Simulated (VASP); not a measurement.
Data:

```
CELL_PARAMETERS angstrom
      7.14656     0.00000     0.00000
      0.00000     7.14656     0.00000
      0.00000     0.00000     7.14656
ATOMIC_POSITIONS crystal
  C  0.50000 0.00000 0.00000
  C  0.61957 0.12655 0.12215
  C  0.75000 0.25000 0.00000
  C  0.87500 0.37500 0.12500
  C  0.75000 0.00000 0.25000
  C  0.87500 0.12500 0.37500
  C  0.00000 0.00000 0.00000
  C  0.12121 0.12542 0.12769
  C  0.24706 0.24425 0.00681
  C  0.37883 0.37568 0.12021
  C  0.50351 0.50035 0.00429
  C  0.62804 0.61821 0.12518
  C  0.75000 0.75000 0.00000
  C  0.87500 0.87500 0.12500
  C  0.24490 0.99762 0.24538
  C  0.37977 0.12648 0.37437
  C  0.50284 0.25689 0.25192
  C  0.61825 0.36995 0.37704
  C  0.74306 0.49400 0.25096
  C  0.87500 0.62500 0.37500
  C  0.50331 0.00697 0.49333
  C  0.63193 0.11939 0.62916
  C  0.74404 0.24695 0.49419
  C  0.87500 0.37500 0.62500
  C  0.75000 0.00000 0.75000
  C  0.87500 0.12500 0.87500
  C  0.00000 0.50000 0.00000
  C  0.12385 0.61821 0.12324
  C  0.25000 0.75000 0.00000
  C  0.37500 0.87500 0.12500
  C  0.00105 0.24619 0.25017
  C  0.12594 0.37515 0.37509
  C  0.24943 0.50061 0.25107
  C  0.36849 0.62077 0.37168
  C  0.50209 0.75670 0.25303
  C  0.62500 0.87500 0.37500
  C  0.00000 0.00000 0.50000
  C  0.11979 0.13041 0.61950
  C  0.24331 0.24455 0.49643
  C  0.37997 0.36814 0.61974
  C  0.49707 0.50056 0.49459
  C  0.62900 0.62082 0.62419
  C  0.75000 0.75000 0.50000
  C  0.87500 0.87500 0.62500
  C  0.25000 0.00000 0.75000
  C  0.37500 0.12500 0.87500
  C  0.50564 0.25027 0.75613
  C  0.62500 0.37500 0.87500
  C  0.75000 0.50000 0.75000
  C  0.87500 0.62500 0.87500
  C  0.00000 0.75000 0.25000
  C  0.12500 0.87500 0.37500
  C  0.99934 0.49491 0.49368
  C  0.11823 0.63087 0.62143
  C  0.24605 0.74825 0.49908
  C  0.37500 0.87500 0.62500
  C  0.00000 0.25000 0.75000
  C  0.12500 0.37500 0.87500
  C  0.24367 0.49710 0.74365
  C  0.37500 0.62500 0.87500
  C  0.50000 0.75000 0.75000
  C  0.62500 0.87500 0.87500
  C  0.00000 0.75000 0.75000
  C  0.12500 0.87500 0.87500
  B  0.37195 0.37247 0.37873
```
Cell charge +1.

The numbers are results of PBE GGA, VASP's PBE PAW potentials (set 64) (plane waves; VASP), not measurements. Settings: PREC = Normal, LREAL = Auto, ISYM = 0, NELECT = 258.0, EDIFF = 1E-5, 400 eV cut-off, 1×1×1 Γ-centred mesh, Gaussian smearing of 0.050 eV, potentials C B.

The cell is charged, with a uniform compensating background. The supercell is sampled at Γ alone, which is coarse: total energies, pressure and levels can be off, energies of defects by several tenths of an eV.

Question: The ions are relaxed. Predict the relaxed structure.

Answer: 
```
CELL_PARAMETERS angstrom
      7.14656     0.00000     0.00000
      0.00000     7.14656     0.00000
      0.00000     0.00000     7.14656
ATOMIC_POSITIONS crystal
  C  0.50070 0.00102 0.99627
  C  0.62969 0.12589 0.11780
  C  0.75212 0.25134 0.99764
  C  0.87387 0.37657 0.11942
  C  0.75037 0.99902 0.24530
  C  0.87124 0.12371 0.37002
  C  0.00166 0.00122 0.99780
  C  0.12628 0.12720 0.12251
  C  0.25113 0.25134 0.99760
  C  0.37652 0.37443 0.12323
  C  0.50069 0.50160 0.99900
  C  0.62558 0.62652 0.12239
  C  0.75117 0.75132 0.99753
  C  0.87711 0.87568 0.12191
  C  0.25246 0.00053 0.24684
  C  0.40043 0.11170 0.35813
  C  0.51038 0.24983 0.23994
  C  0.63002 0.37792 0.37101
  C  0.75132 0.50276 0.24613
  C  0.87389 0.62945 0.37232
  C  0.51047 0.99351 0.49618
  C  0.63009 0.12470 0.62426
  C  0.75092 0.25131 0.49759
  C  0.87127 0.37885 0.62514
  C  0.75135 0.99984 0.74907
  C  0.87388 0.12608 0.87579
  C  0.00165 0.50145 0.99732
  C  0.12670 0.62591 0.12296
  C  0.25151 0.75134 0.99758
  C  0.37573 0.87518 0.12147
  C  0.99128 0.24994 0.24074
  C  0.10206 0.38246 0.36631
  C  0.25047 0.49874 0.25013
  C  0.37652 0.62569 0.37448
  C  0.50068 0.74995 0.24731
  C  0.62971 0.87145 0.37213
  C  0.99125 0.99441 0.49624
  C  0.10206 0.12001 0.62875
  C  0.16181 0.25124 0.49750
  C  0.40056 0.39093 0.63735
  C  0.51044 0.50904 0.49911
  C  0.62974 0.63115 0.62300
  C  0.75212 0.75127 0.49754
  C  0.87385 0.87308 0.62281
  C  0.25052 0.00385 0.74505
  C  0.37657 0.12820 0.87205
  C  0.51054 0.25281 0.75548
  C  0.62977 0.37678 0.87752
  C  0.75041 0.50361 0.74985
  C  0.87713 0.62698 0.87318
  C  0.00165 0.75152 0.24742
  C  0.12626 0.87620 0.37344
  C  0.99133 0.50808 0.49894
  C  0.12634 0.62637 0.62168
  C  0.25114 0.75130 0.49756
  C  0.37655 0.87688 0.62073
  C  0.99132 0.25266 0.75440
  C  0.12630 0.37545 0.87266
  C  0.25255 0.50212 0.74841
  C  0.37574 0.62749 0.87378
  C  0.50071 0.75266 0.74788
  C  0.62558 0.87611 0.87278
  C  0.00168 0.75106 0.74766
  C  0.12671 0.87675 0.87216
  B  0.34967 0.25124 0.49791
```
Cell charge +1.

Question: How much energy does the relaxation gain?

Answer: The energy (σ→0) changes by -123.2 meV/atom, in 60 ionic steps.

The cell is a supercell with a defect, built from C (diamond): B_i, charge +1. The run is not spin-polarised, so no state with unpaired spins was tried.
